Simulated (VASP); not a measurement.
Input:

```
CELL_PARAMETERS angstrom
      1.37947    -2.38932     0.00000
      1.37947     2.38932     0.00000
      0.00000     0.00000     4.46527
ATOMIC_POSITIONS crystal
  Re 0.33333 0.66667 0.25000
  Re 0.66667 0.33333 0.75000
```

All values below come from TPSS meta-GGA, VASP's PBE PAW potentials (set 64) (plane waves; VASP 6.6.1). Numerical set-up: 520 eV cut-off, 17×17×9 Γ-centred mesh, tetrahedra with Blöchl corrections, potentials Re.

**Question.** Give the energies of bands 1 to 10 at the high-symmetry points, in eV from the Fermi level.

**Answer.** 
```csv
band,Γ,M,K,A,L,H
1,-9.79,-5.98,-5.23,-7.46,-6.27,-4.52
2,-6.59,-5.80,-4.02,-7.46,-6.27,-4.52
3,-1.58,-5.27,-4.02,-2.38,-4.09,-3.75
4,-1.56,-1.91,-3.37,-2.38,-4.09,-3.75
5,-1.56,-1.71,-2.12,-1.68,0.42,-2.14
6,-0.72,-1.38,-2.12,-1.68,0.42,-2.14
7,-0.72,-0.59,-0.02,-1.68,0.94,0.09
8,0.23,4.02,3.06,-1.68,0.94,0.09
9,0.23,4.39,3.06,2.58,4.33,3.41
10,0.58,4.55,3.50,2.58,4.33,3.41
```

It has no gap at this level: it comes out as a metal or semimetal.

The compound is Re in the hcp structure. It was relaxed first.
